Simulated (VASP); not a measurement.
BN (zinc blende): the mBJ gap over mesh and path against the volume, with the cell scaled uniformly; PBEsol's own equilibrium is at 5.869 Å³/atom. VASP (PAW), 520 eV cut-off, 14×14×14 Γ-centred mesh, Gaussian smearing of 0.050 eV, potentials B N. mBJ is a potential without an energy functional, so only the levels count. Fit the value as a straight line in ln V.

| V (Å³/atom) | mBJ gap over mesh and path (eV) |
|---|---|
| 5.341 | 5.874 |
| 5.517 | 5.851 |
| 5.693 | 5.826 |
| 5.869 | 5.800 |
| 6.045 | 5.772 |
| 6.221 | 5.742 |

Task: Fit the rows as the text says and predict the value at 5.165.

Result: The slope against ln V is -0.86 eV, the volume deformation potential of this gap. The line misses the rows by up to 0.004 and gives 5.907 at 5.165. The run gave 5.896, -0.011 from the line.

Left out are failed runs and those whose mesh is unfit for this quantity.

The compound is BN in the zinc blende structure.
